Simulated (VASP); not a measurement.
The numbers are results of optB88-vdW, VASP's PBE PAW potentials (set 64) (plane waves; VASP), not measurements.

VASP input:

### KPOINTS
```
Automatic mesh
0
Gamma
  11 11 11
```

**INCAR**
```
SYSTEM = Bi
PREC = Accurate; ENCUT = 520; LREAL = .False.
LASPH = .True.
EDIFF = 1E-7; NELM = 100; ALGO = Normal
LMAXMIX = 4
ISMEAR = -5
GGA = BO; LUSE_VDW = .True.; AGGAC = 0.0
PARAM1 = 0.1833333333; PARAM2 = 0.22
ISIF = 2
LWAVE = .False.; LCHARG = .True.; LORBIT = 11
NEDOS = 601
```

### POSCAR
```
Bi
4.8193130
  0.8800041961  -0.4749536124   0.0034229595
  0.8800041961   0.4749536124   0.0034229595
  0.6206267035   0.0000000000   0.7841061966
Bi
2
Cartesian
  0.5557950064  -0.0000000000   0.1846596469
  1.8248400894   0.0000000000   0.6062924687
```

POTCAR, in this order: Bi_d (PBE.64 set). Program: vasp_std.

Output of the run:

**OSZICAR**
```
       N       E                     dE             d eps       ncg     rms          rms(c)
DAV:   1     0.302630359634E+03    0.30263E+03   -0.16729E+04  5562   0.188E+03
DAV:   2     0.231034932687E+02   -0.27953E+03   -0.27559E+03  5575   0.455E+02
DAV:   3    -0.194858451577E+00   -0.23298E+02   -0.22955E+02  6383   0.155E+02
DAV:   4    -0.102573843973E+01   -0.83088E+00   -0.82918E+00  6087   0.319E+01
DAV:   5    -0.107017162784E+01   -0.44433E-01   -0.44429E-01  7570   0.661E+00    0.102E+00
DAV:   6    -0.106816145967E+01    0.20102E-02   -0.18577E-02  7051   0.130E+00    0.619E-01
DAV:   7    -0.106801223199E+01    0.14923E-03   -0.12526E-02  5914   0.114E+00    0.884E-02
DAV:   8    -0.106827745678E+01   -0.26522E-03   -0.10631E-03  6109   0.339E-01    0.271E-02
DAV:   9    -0.106830888825E+01   -0.31431E-04   -0.67589E-05  6956   0.735E-02    0.904E-03
DAV:  10    -0.106830731310E+01    0.15751E-05   -0.93174E-06  6229   0.286E-02    0.169E-03
DAV:  11    -0.106830753055E+01   -0.21745E-06   -0.71335E-07  5789   0.579E-03    0.995E-04
DAV:  12    -0.106830748130E+01    0.49253E-07   -0.14628E-07  4454   0.345E-03
   1 F= -.10683075E+01 E0= -.10683075E+01  d E =0.000000E+00
```

File OUTCAR:
```
------------------------ aborting loop because EDIFF is reached ----------------------------------------
  FORCE on cell =-STRESS in cart. coord.  units (eV):
  Direction    XX          YY          ZZ          XY          YZ          ZX
  --------------------------------------------------------------------------------------
  Total        0.0396673      0.0195228      0.0217465      0.0000000      0.0000000      0.0066929
  in kB        0.8689329      0.4276564      0.4763673      0.0000000      0.0000000      0.1466115
  external PRESSURE =       0.5909855 kB  Pullay stress =       0.0000000 kB
  volume of cell :       73.14
      direct lattice vectors                 reciprocal lattice vectors
     4.241015662 -2.288950119  0.016496313     0.118260380 -0.218440758 -0.093604093
     4.241015662  2.288950119  0.016496313     0.118260380  0.218440758 -0.093604093
     2.990994340  0.000000000  3.778853187    -0.001032514  0.000000000  0.265447795
 POSITION                                       TOTAL-FORCE (eV/Angst)
 -----------------------------------------------------------------------------------
      2.67855      0.00000      0.88993         0.073374      0.000000      0.024378
      8.79448      0.00000      2.92191        -0.073374      0.000000     -0.024378
 -----------------------------------------------------------------------------------
    total drift:                                0.000000      0.000000      0.000000
  FREE ENERGIE OF THE ION-ELECTRON SYSTEM (eV)
  ---------------------------------------------------
  free  energy   TOTEN  =        -1.0683074813 eV

  energy  without entropy=       -1.0683074813  energy(sigma->0) =       -1.06830748

 total charge

# of ion       s       p       d       tot
------------------------------------------
    1        1.521   1.359   9.908  12.789
    2        1.521   1.359   9.908  12.789
--------------------------------------------------
tot          3.042   2.719  19.817  25.578
```
(Selected blocks of OUTCAR.)

For a metal the tetrahedron method with Blöchl corrections gives inexact stress and forces.

The compound is Bi in the a7 structure. It was relaxed first.
